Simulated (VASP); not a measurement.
Energy against volume of Sn (beta). These are vdW-DF2, VASP's PBE PAW potentials (set 64) (plane waves; VASP) values and carry that method's errors. Settings: 520 eV cut-off, 12×12×12 Γ-centred mesh, first-order Methfessel-Paxton smearing of 0.10 eV, potentials Sn_d.

Shape and ions are relaxed at each volume.

```tsv
V (Å³/atom)	E (eV/atom)
30.778	-0.23687
31.760	-0.24742
32.742	-0.25116
33.724	-0.24911
```

Fit these four points and predict the energy of the run at 34.707 Å³/atom.

A cubic in V^(−2/3), the third-order Birch-Murnaghan form, passes through the four points with V0 = 32.86 Å³/atom and B0 = 31 GPa, and gives -0.2421 eV/atom there. The run gave -0.2421 eV/atom, -0.0 meV/atom from the fit; all five points give B0 = 31 GPa.

The compound is Sn in the beta structure. It was relaxed first, which changed the volume by +22 %.
